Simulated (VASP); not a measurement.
Input:

```
CELL_PARAMETERS angstrom
     -2.22764     2.22764     2.22764
      2.22764    -2.22764     2.22764
      2.22764     2.22764    -2.22764
ATOMIC_POSITIONS crystal
  Eu 0.00000 0.00000 0.00000
```

Level of theory: PBE GGA, VASP's PBE PAW potentials (set 64) (plane waves; VASP). Run with 480 eV cut-off, 10×10×10 Γ-centred mesh, first-order Methfessel-Paxton smearing of 0.10 eV, potentials Eu_2.

The 4f electrons are frozen in the core of the lanthanide potential, so 4f levels, which can set the real gap, and their magnetism are missing.

Each relaxation starts from this cell; other phases were not tried.

Task: The cell is relaxed at 1 GPa. What happens?

Result: The volume per atom goes from 44.22 to 41.25 Å³ (-6.7 %), and the cell becomes a = b = c = 4.3532 Å, α = β = γ = 90.00°, space group Im-3m.

Task: The cell is relaxed at 20 GPa. What happens?

Result: The volume per atom goes from 44.22 to 22.14 Å³ (-49.9 %), and the cell becomes a = b = c = 3.5380 Å, α = β = γ = 90.00°, space group Im-3m.

Failed runs are left out, and for metals the shear rows, which the mesh's noise covers.

The compound is Eu in the bcc structure.
